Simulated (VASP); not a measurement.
CuPd, 2 atoms in the cell. It takes space group Cmmm (No. 65, orthorhombic). The conventional cell has a = 3.035 Å, b = 4.394 Å, c = 4.188 Å, α = 90.00°, β = 90.00°, γ = 90.00°. Pd (site symmetry mmm) has 4 Cu at 2.59 Å and 4 Pd at 2.67 Å as nearest neighbours. Around Cu (site symmetry mmm) lie 4 Pd at 2.59 Å and 4 Cu at 2.67 Å. The cell comes from a database or a generator and needn't be the stable form of this composition.

| Property | Result |
| --- | --- |
| Program | VASP 6.6.1 |
| Task | single point |
| Functional | PBEsol |
| Potentials or basis | VASP PAW PBE potentials, release 64 (Pd, Cu) |
| Cutoff | 520 eV |
| k mesh | 11 × 11 × 7 |
| Occupations | fermi-dirac, width 0.05 eV |
| Spin | no spin polarisation |
| Ladder | free |
| Further INCAR settings | ALGO = Normal; EDIFF = 1e-07; NBANDS = 18 |

Potentials or basis: VASP PAW PBE potentials, release 64 (Pd, Cu).

Launch:

```bash
$ cat potpaw_PBE.64/Pd/POTCAR potpaw_PBE.64/Cu/POTCAR > POTCAR
$ mpirun -np 1 vasp_std > vasp.out
```

Hardware: 1 thread of Intel(R) Xeon(R) Platinum 8488C (Sapphire Rapids) (shared host).

Q: How long does it take, and how much memory?

A: It took 75 s on 1 thread of Intel(R) Xeon(R) Platinum 8488C (Sapphire Rapids) (shared host), peak memory 0.19 GiB. Counts: scf iterations 17, k points 144.
